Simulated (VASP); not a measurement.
The system is Bi4Te3 (Pilsenite).

```
Bi Te
1.0
     2.22550    1.28489   13.96267
    -2.22550    1.28489   13.96267
     0.00000   -2.56979   13.96267
Bi Te
4 3
Direct
  0.71717 0.71717 0.71717
  0.28283 0.28283 0.28283
  0.14600 0.14600 0.14600
  0.85400 0.85400 0.85400
  0.00000 0.00000 0.00000
  0.42603 0.42603 0.42603
  0.57397 0.57397 0.57397
```

| Property | Result |
| --- | --- |
| Program | VASP 6.6.1 |
| Task | relaxation of cell and atoms |
| Functional | PBE |
| Potentials or basis | VASP PAW PBE potentials, release 64 (Bi, Te) |
| Cutoff | 300 eV |
| k mesh | 5 × 5 × 5 |
| Occupations | gaussian, width 0.03 eV |
| Spin | no spin polarisation |

At the start: pressure 0.9 GPa; volume 34.22 Å³/atom.

Question: How do energy, volume and symmetry change on relaxing?

Answer: Over 14 steps the energy falls by 23.3 meV/atom and the volume is 35.85 Å³/atom (+4.7 %); space group R-3m (No. 166, to 0.05 Å).

Step by step:
```csv
step,energy change (eV),largest force (eV/Å),pressure (GPa),volume (Å³)
1,0.0000,0.4077,0.92,239.56
2,-0.0493,0.4439,-0.30,246.43
3,-0.0532,0.4590,-0.73,249.16
4,-0.0906,0.3279,-0.33,248.37
5,-0.1025,0.2833,0.10,247.57
6,-0.1195,0.2192,0.06,248.10
7,-0.1501,0.1579,-0.03,249.72
8,-0.1227,0.3990,-0.04,252.94
9,-0.1541,0.1497,-0.05,250.59
10,-0.1618,0.0298,0.06,250.15
11,-0.1620,0.0323,0.08,250.06
12,-0.1623,0.0348,-0.15,251.51
13,-0.1625,0.0325,-0.06,250.97
14,-0.1629,0.0043,0.01,250.92
```

Final structure:
```
Bi Te
1.0
     2.25528    1.30209   14.24096
    -2.25528    1.30209   14.24096
     0.00000   -2.60417   14.24096
Bi Te
4 3
Direct
  0.71376 0.71376 0.71376
  0.28624 0.28624 0.28624
  0.14726 0.14726 0.14726
  0.85274 0.85274 0.85274
  0.00000 0.00000 0.00000
  0.42030 0.42030 0.42030
  0.57970 0.57970 0.57970
```
